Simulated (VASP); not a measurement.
Calculation: RPA correlation on PBE orbitals, VASP's PBE PAW potentials (set 64) (plane waves; VASP).

VASP input:

INCAR:
```
# general
SYSTEM  = BP
PREC    = Normal
ENCUT   = 500
LREAL   = .FALSE.   # projection in real space or not
LASPH   = .TRUE.   # aspherical one-centre terms
NBANDS  = 609

# electronic loop
ALGO    = ACFDT

# smearing
ISMEAR  = 0
SIGMA   = 0.01

# functional
GGA     = PE   # PBE

# output
LWAVE   = .FALSE.
LCHARG  = .FALSE.

# other
NOMEGA  = 12
ENCUTGW = 300
```

### POSCAR
```
BP
1
    0.0000000000     2.2700000000     2.2700000000
    2.2700000000     0.0000000000     2.2700000000
    2.2700000000     2.2700000000     0.0000000000
B P
1 1
Direct
  0.0000000000   0.0000000000   0.0000000000
  0.2500000000   0.2500000000   0.2500000000
```

File KPOINTS:
```
Automatic mesh
0
Gamma
4 4 4
0 0 0
```

POTCAR, in this order: B_GW P_GW (PBE.64 set). Program: vasp_std. Read from the step before: WAVECAR, WAVEDER.

Output

File OSZICAR:
```
energies w=
    0.000    0.322    0.000    1.053    0.000    2.076    0.000    3.704
    0.000    6.482    0.000   11.407    0.000   20.396    0.000   37.248
    0.000   69.802    0.000  135.325    0.000  278.538    0.000  692.689
NQ=   1    0.0000    0.0000    0.0000,
 performed       1842000 updates of chi_q(r,r)
NQ=   2    0.2500    0.0000    0.0000,
 performed       3684000 updates of chi_q(r,r)
NQ=   3    0.5000    0.0000    0.0000,
 performed       5526000 updates of chi_q(r,r)
NQ=   4    0.2500    0.2500    0.0000,
 performed       7368000 updates of chi_q(r,r)
NQ=   5    0.5000    0.2500    0.0000,
 performed       9210000 updates of chi_q(r,r)
NQ=   6   -0.2500    0.2500    0.0000,
 performed      11052000 updates of chi_q(r,r)
NQ=   7    0.5000    0.5000    0.0000,
 performed      12894000 updates of chi_q(r,r)
NQ=   8   -0.2500    0.5000    0.2500,
 performed      14736000 updates of chi_q(r,r)
```

### OUTCAR
```


      cutoff energy     smooth cutoff   RPA   correlation   Hartree contr. to MP2
---------------------------------------------------------------------------------
            300.000           240.000      -12.7620237914      -20.8167741160
            285.714           228.571      -12.7349809320      -20.7886241224
            272.109           217.687      -12.7058508469      -20.7582216690
            259.151           207.321      -12.6749254463      -20.7258570897
            246.811           197.449      -12.6411906998      -20.6904690228
            235.058           188.046      -12.6052763411      -20.6527158003
            223.865           179.092      -12.5669833420      -20.6123458195
            213.204           170.564      -12.5250376220      -20.5679961143
  linear regression
  converged value                          -13.1157049711      -21.1883531255
```
(Selected blocks of OUTCAR.)

The mesh is coarse, so the correlation energy is not converged in k-points.

The compound is BP in the zinc blende structure. The cell was not relaxed at this level. The k-mesh is coarse (spacing up to 0.60 per Å, 2π included), so the numbers may not be converged in it.
